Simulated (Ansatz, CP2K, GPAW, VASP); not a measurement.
**One structure in several programs: V3Re (P1, 4 atoms in the cell)**

Self-consistent single point.

```xyz
4
Lattice="0.0000 3.0015 3.0015 3.0015 0.0000 3.0015 3.0015 3.0015 0.0000" Properties=species:S:1:pos:R:3 pbc="T T T"
V      4.4913     4.5484     4.5521
V      1.4942     1.5248     1.5139
V     -0.0297    -0.0591    -0.0612
Re     3.0486     2.9902     2.9996
```

Shared settings, as Ansatz (a quantum-chemistry and plane-wave program) writes them: kpoints.mp_grid.grid = 5 5 5; scf.occupations.method = gaussian; scf.occupations.width = 0.1 eV. Potentials and cutoffs stand in the table.

| code | model | pressure (GPa) | largest force (eV/Å) | cutoff |
|---|---|---|---|---|
| Ansatz | PBEsol, default PAW files made with PBE | -4.37 | 1.225 | default |
| CP2K | PBEsol, GPW, DZVP-MOLOPT-SR-GTH basis, GTH-PBE potentials (GTH_POTENTIALS) | -4.44 | 1.254 | grid 600 Ry |
| GPAW | PBEsol, GPAW PAW datasets PBEsol (made by gpaw-setup) | -2.97 | 1.257 | 800 eV |
| VASP | PBEsol, VASP's PBE PAW potentials (set 64) | -4.94 | 1.228 | 300 eV |

Size of the force on each atom (eV/Å): Sizes of forces hide their directions.

```json
[
 {"code": "Ansatz", "V1": "1.153", "V2": "0.583", "V3": "1.225", "Re4": "0.947"},
 {"code": "CP2K", "V1": "1.186", "V2": "0.599", "V3": "1.254", "Re4": "0.980"},
 {"code": "GPAW", "V1": "1.181", "V2": "0.594", "V3": "1.257", "Re4": "0.965"},
 {"code": "VASP", "V1": "1.159", "V2": "0.580", "V3": "1.228", "Re4": "0.946"}
]
```

On Ansatz's run: spin-orbit coupling is off. Spin polarisation is off.

The spread over the programs that give each value: pressure within 1.97 GPa; largest force within 0.032 eV/Å.

CP2K uses small atom-centred bases, whose incompleteness enters pressures, forces and empty levels differently from a plane-wave cutoff. Ansatz's pressure is given at a fixed set of plane waves, as the other plane-wave codes print theirs; with its correction for the finite basis it is -4.27 GPa. In the pressure, GPAW (by 1.40) lies more than 1 GPa from the median of the plane-wave programs.

VASP's run is marked for a possible Pulay error in its stress at this cutoff; no cutoff test was made.

The starting cell comes from a database of computed structures (which also holds hypothetical and non-ambient phases and stackings), without a prior relaxation at this level. Its atoms were displaced at random from the sites of space group no. 225.

Left out of this page: SIESTA (not drawn, or without a comparable value).

Keys are those of Ansatz 0.2.
